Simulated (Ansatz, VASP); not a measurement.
# Cross-check of Cr7C3 (Cr7C3 (Pnma)) between VASP and Ansatz, part 2 of 2

Wanted: the spread between two codes on one cell, functional and k mesh. Of the first pair: The structure shown is the start of the Ansatz relaxation below; VASP solves that cell, so the two are compared at the walk's first step.

VASP 6.6.1 and Ansatz 0.2.0.

So far: Starting point; Ansatz: relaxation, PBEsol; VASP: single point, PBEsol, start cell, pair 1.

## Step 4: Differences

Known differences besides the potentials themselves: the data sets hold 440 valence electrons in Ansatz (on its PAW soft_1 files) and 384 in VASP; the cutoff is 420 eV in Ansatz and 520 eV in VASP (PREC = Accurate, projectors in real space); Ansatz makes its cores anew for this functional, VASP keeps those of its PBE data sets. Total energies have different zeros and are not compared.

Forces on 7 of the 40 atoms, those with the largest forces and the largest differences (eV/Å; atoms numbered as in POSCAR):

```tsv
atom	Ansatz x, y, z	VASP x, y, z
Cr21	-0.123, 0.000, -0.024	-0.107, 0.000, -0.026
Cr22	-0.123, 0.000, 0.024	-0.107, 0.000, 0.026
Cr23	0.123, 0.000, 0.024	0.107, 0.000, 0.026
C37	-0.053, 0.000, -0.129	-0.060, 0.000, -0.137
C38	-0.053, 0.000, 0.129	-0.060, 0.000, 0.137
C39	0.053, 0.000, 0.129	0.060, 0.000, 0.137
C40	0.053, 0.000, -0.129	0.060, 0.000, -0.137
```

The forces differ by 5.4 meV/Å r.m.s., which is 10.1 % of the r.m.s. force of 0.053 eV/Å (both taken over all components).

## Step 5: Ansatz: relaxation, PBEsol

This run makes the geometry at which the two programs are then compared. The cell compared in this pair holds 363.66 Å³, against 369.01 Å³ for the pair before.

The structure compared here is the end of the Ansatz relaxation.

input.yaml

```yaml
crystal:
  lattice:
    - [4.4751935, 0.0, 0.0]
    - [0.0, 6.9037655, 0.0]
    - [0.0, 0.0, 11.9436798]
  atoms:
    - { symbol: Cr, position: [0.05614548, 0.0649621, 0.81132576] }
    - { symbol: Cr, position: [0.55614548, 0.4350379, 0.68867424] }
    - { symbol: Cr, position: [0.94385452, 0.5649621, 0.18867424] }
    - { symbol: Cr, position: [0.44385452, 0.9350379, 0.31132576] }
    - { symbol: Cr, position: [0.94385452, 0.9350379, 0.18867424] }
    - { symbol: Cr, position: [0.44385452, 0.5649621, 0.31132576] }
    - { symbol: Cr, position: [0.05614548, 0.4350379, 0.81132576] }
    - { symbol: Cr, position: [0.55614548, 0.0649621, 0.68867424] }
    - { symbol: Cr, position: [0.25117489, 0.06643442, 0.02041475] }
    - { symbol: Cr, position: [0.75117489, 0.43356558, 0.47958525] }
    - { symbol: Cr, position: [0.74882511, 0.56643442, 0.97958525] }
    - { symbol: Cr, position: [0.24882511, 0.93356558, 0.52041475] }
    - { symbol: Cr, position: [0.74882511, 0.93356558, 0.97958525] }
    - { symbol: Cr, position: [0.24882511, 0.56643442, 0.52041475] }
    - { symbol: Cr, position: [0.25117489, 0.43356558, 0.02041475] }
    - { symbol: Cr, position: [0.75117489, 0.06643442, 0.47958525] }
    - { symbol: Cr, position: [0.238826, 0.75, 0.91699761] }
    - { symbol: Cr, position: [0.738826, 0.75, 0.58300239] }
    - { symbol: Cr, position: [0.761174, 0.25, 0.08300239] }
    - { symbol: Cr, position: [0.261174, 0.25, 0.41699761] }
    - { symbol: Cr, position: [0.25770962, 0.75, 0.70404854] }
    - { symbol: Cr, position: [0.75770962, 0.75, 0.79595146] }
    - { symbol: Cr, position: [0.74229038, 0.25, 0.29595146] }
    - { symbol: Cr, position: [0.24229038, 0.25, 0.20404854] }
    - { symbol: Cr, position: [0.44461039, 0.75, 0.12679645] }
    - { symbol: Cr, position: [0.94461039, 0.75, 0.37320355] }
    - { symbol: Cr, position: [0.55538961, 0.25, 0.87320355] }
    - { symbol: Cr, position: [0.05538961, 0.25, 0.62679645] }
    - { symbol: C, position: [0.5340312, 0.03347398, 0.15532442] }
    - { symbol: C, position: [0.0340312, 0.46652602, 0.34467558] }
    - { symbol: C, position: [0.4659688, 0.53347398, 0.84467558] }
    - { symbol: C, position: [0.9659688, 0.96652602, 0.65532442] }
    - { symbol: C, position: [0.4659688, 0.96652602, 0.84467558] }
    - { symbol: C, position: [0.9659688, 0.53347398, 0.65532442] }
    - { symbol: C, position: [0.5340312, 0.46652602, 0.15532442] }
    - { symbol: C, position: [0.0340312, 0.03347398, 0.34467558] }
    - { symbol: C, position: [0.03531466, 0.75, 0.06384982] }
    - { symbol: C, position: [0.53531466, 0.75, 0.43615018] }
    - { symbol: C, position: [0.96468534, 0.25, 0.93615018] }
    - { symbol: C, position: [0.46468534, 0.25, 0.56384982] }
basis:
  ecutwfc: 420
  xc_grid: 2
hamiltonian:
  xc: pbesol
  pseudopotentials: { kind: paw, azcp: { folder: soft_1 }, xc_functional: pbe }
kpoints:
  mp_grid: { grid: [9, 6, 4] }
scf:
  occupations: { method: fermi_dirac, width: 0.05 }
  max_iter: 150
output:
  forces: true
  stress: true
relax:
  f_tol: 0.01
  max_steps: 60
  cell: {}
checkpoint:
  write: "../pbesol.run"
  compress: false
  write_wavefunctions: false
  write_every: 100000
```

Command:

```bash
> ansatz run input.yaml --threads 4 --pin off --max-ram 6594MiB --backend cpu --events-out ev --progress --plain --runs-dir out
```

Numbers of over 12 decimals in the logs are rounded to 6 here.

The program printed:

```text
[...]
Crystal: 40 atoms, lattice volume = 369.008 Å³
Basis set: ecut = 420 eV, 7219 PW (Γ), exchange–correlation on 60×96×160 points (8 copies of the dense FFT grid, shifted against one another)
Bands: 264, of which v1, the nominal top of the filled ones, is band 220 counted from 1 (219 counted from 0)
Symmetry: 8 space group operations
[...]
k-points: 60 of 216
[...]
- { symbol: C, position: [0.471698, 0.965604, 0.842583] }
    - { symbol: C, position: [0.971698, 0.534396, 0.657417] }
    - { symbol: C, position: [0.528302, 0.465604, 0.157417] }
    - { symbol: C, position: [0.028302, 0.034396, 0.342583] }
    - { symbol: C, position: [0.034135, 0.750000, 0.062020] }
    - { symbol: C, position: [0.534135, 0.750000, 0.437980] }
    - { symbol: C, position: [0.965865, 0.250000, 0.937980] }
    - { symbol: C, position: [0.465865, 0.250000, 0.562020] }
[key lines of the parts left out:]
SCF converged after 8 iterations
Free energy (F): -96745.547553 eV
Fermi energy:    20.003665 eV
P = ⅓ Tr σ = -0.0003 GPa (-0.003 kbar)
```

## Step 6: VASP: single point, PBEsol, relaxed cell, pair 2

The same cell, functional, mesh and smearing now go to VASP, with its own data sets.

INCAR

```
SYSTEM = Cr7C3
PREC = Accurate
ENCUT = 600
EDIFF = 1E-06
NELM = 120
ISMEAR = -1
SIGMA = 0.05
LREAL = Auto
ALGO = Normal
GGA = PS
NBANDS = 224
LASPH = .TRUE.
LORBIT = 11
LWAVE = .FALSE.
LCHARG = .FALSE.
ISIF = 2
GGA_COMPAT = .FALSE.
KPAR = 4
```

POSCAR

```
Cr7C3
1.0
    4.4461770589      0.0000000000      0.0000000000
    0.0000000000      6.8517634776      0.0000000000
    0.0000000000      0.0000000000     11.9373388458
Cr C
28 12
Direct
    0.0605524750      0.0653988876      0.8122682062
    0.5605524750      0.4346011124      0.6877317938
    0.9394475250      0.5653988876      0.1877317938
    0.4394475250      0.9346011124      0.3122682062
    0.9394475250      0.9346011124      0.1877317938
    0.4394475250      0.5653988876      0.3122682062
    0.0605524750      0.4346011124      0.8122682062
    0.5605524750      0.0653988876      0.6877317938
    0.2491906825      0.0665667887      0.0229098996
    0.7491906825      0.4334332113      0.4770901004
    0.7508093175      0.5665667887      0.9770901004
    0.2508093175      0.9334332113      0.5229098996
    0.7508093175      0.9334332113      0.9770901004
    0.2508093175      0.5665667887      0.5229098996
    0.2491906825      0.4334332113      0.0229098996
    0.7491906825      0.0665667887      0.4770901004
    0.2474171105      0.7500000000      0.9172164574
    0.7474171105      0.7500000000      0.5827835426
    0.7525828895      0.2500000000      0.0827835426
    0.2525828895      0.2500000000      0.4172164574
    0.2648305703      0.7500000000      0.7054031849
    0.7648305703      0.7500000000      0.7945968151
    0.7351694297      0.2500000000      0.2945968151
    0.2351694297      0.2500000000      0.2054031849
    0.4439230715      0.7500000000      0.1264375208
    0.9439230715      0.7500000000      0.3735624792
    0.5560769285      0.2500000000      0.8735624792
    0.0560769285      0.2500000000      0.6264375208
    0.5283018601      0.0343958334      0.1574173242
    0.0283018601      0.4656041666      0.3425826758
    0.4716981399      0.5343958334      0.8425826758
    0.9716981399      0.9656041666      0.6574173242
    0.4716981399      0.9656041666      0.8425826758
    0.9716981399      0.5343958334      0.6574173242
    0.5283018601      0.4656041666      0.1574173242
    0.0283018601      0.0343958334      0.3425826758
    0.0341351087      0.7500000000      0.0620202070
    0.5341351087      0.7500000000      0.4379797930
    0.9658648913      0.2500000000      0.9379797930
    0.4658648913      0.2500000000      0.5620202070
```

KPOINTS

```
Automatic mesh
0
Gamma
9 6 4
0 0 0
```

Potentials, in the order of the species: Cr_pv and C (PBE family, release 64).

Command:

```bash
> mpirun -np 4 vasp_std
```

The program printed:

```text
[banner, memory and clock lines left out]
running    4 mpi-ranks, on    1 nodes
[...]
[... a notice as in an earlier step ...]

 LDA part: xc-table for (Slater+PW92), standard interpolation
 POSCAR, INCAR and KPOINTS ok, starting setup
[...]
entering main loop
       N       E                     dE             d eps       ncg     rms          rms(c)
DAV:   1     0.640627542068E+04    0.64063E+04   -0.21805E+05 26920   0.236E+03
DAV:   2     0.291590777293E+03   -0.61147E+04   -0.59727E+04 26880   0.716E+02
DAV:   3    -0.442511904970E+03   -0.73410E+03   -0.70710E+03 36088   0.241E+02
DAV:   4    -0.494456982404E+03   -0.51945E+02   -0.49743E+02 34896   0.556E+01
[...]
DAV:  19    -0.410266210262E+03    0.47334E-05   -0.28205E-05 34728   0.158E-02    0.611E-03
DAV:  20    -0.410266209129E+03    0.11330E-05   -0.31608E-06 21120   0.487E-03    0.397E-03
DAV:  21    -0.410266209086E+03    0.43612E-07   -0.39602E-07 16312   0.303E-03
   1 F= -.41026621E+03 E0= -.41013049E+03  d E =-.271444E+00
```

OUTCAR, selected parts (step 6):

```text
  Total       -0.8416491     -0.7079737     -0.7330513      0.0000000      0.0000000      0.0000000
  in kB       -3.7080450     -3.1191128     -3.2295967      0.0000000      0.0000000      0.0000000
  external PRESSURE =      -3.3522515 kB  Pullay stress =       0.0000000 kB

 POSITION                                       TOTAL-FORCE (eV/Angst)
 -----------------------------------------------------------------------------------
      0.26923      0.44810      9.69632        -0.009263     -0.004349      0.000304
      2.49232      2.97778      8.20969        -0.009263      0.004349     -0.000304
      4.17695      3.87398      2.24102         0.009263     -0.004349     -0.000304
      1.95386      6.40367      3.72765         0.009263      0.004349      0.000304
      4.17695      6.40367      2.24102         0.009263      0.004349     -0.000304
      1.95386      3.87398      3.72765         0.009263     -0.004349      0.000304
      0.26923      2.97778      9.69632        -0.009263      0.004349      0.000304
      2.49232      0.44810      8.20969        -0.009263     -0.004349     -0.000304
      1.10795      0.45610      0.27348         0.001806     -0.003593     -0.001124
      3.33103      2.96978      5.69519         0.001806      0.003593      0.001124
      3.33823      3.88198     11.66386        -0.001806     -0.003593      0.001124
      1.11514      6.39566      6.24215        -0.001806      0.003593     -0.001124
      3.33823      6.39566     11.66386        -0.001806      0.003593      0.001124
      1.11514      3.88198      6.24215        -0.001806     -0.003593     -0.001124
[...]
-----------------------------------------------------------------------------------
    total drift:                                0.000000      0.000000      0.000000

  FREE ENERGIE OF THE ION-ELECTRON SYSTEM (eV)
  ---------------------------------------------------
  free  energy   TOTEN  =      -410.2662090857 eV

  energy  without entropy=     -409.9947646051  energy(sigma->0) =     -410.13048685

[... 2 further parts left out ...]
[key lines of the parts left out:]
E-fermi :  11.7788
```

The run ends at a pressure of -0.34 GPa, with forces up to 0.014 eV/Å.

## Step 7: Side by side

What differs besides the data sets and the points named for the pairs above, as far as they apply: the data sets hold 440 valence electrons in Ansatz (on its PAW soft_1 files) and 384 in VASP; the cutoff is 420 eV in Ansatz and 600 eV in VASP (PREC = Accurate, projectors in real space); Ansatz's pressure holds a Pulay correction, VASP's none. Total energies have different zeros and are not compared.

The two programs side by side:

```tsv
quantity	Ansatz	VASP	difference
pressure (GPa)	0.00	-0.34	+0.33
```

At this near-relaxed geometry the largest component of a force difference is 15 meV/Å.

## Step 8: Outcome

- r.m.s. force difference (single point, PBEsol, start cell, pair 1): 5.4 meV/Å
- difference in pressure (single point, PBEsol, relaxed cell, pair 2): 0.33 GPa

The r.m.s. force difference is 5.4 meV/Å (single point, PBEsol, start cell, pair 1), within the 12 meV/Å picked in this series as the mark of a large difference. The data sets hold unlike numbers of valence electrons (440 in Ansatz and 384 in VASP), so part of the differences comes from the potentials. How closely two codes agree says nothing of how well the functional describes the real material.

[Lines on the potential files, build, host, timing and source positions are cut from VASP's logs without a mark.]

[Logs are printed without paths, hosts, clocks, repeated set-up lines and the standing remarks that a program may print on its own settings, such as how far it seeks lower states.]

[Hosts, paths, dates, database ids (printed as entryN), source tags and the programs' standing remarks are cut or masked in the printed files.]
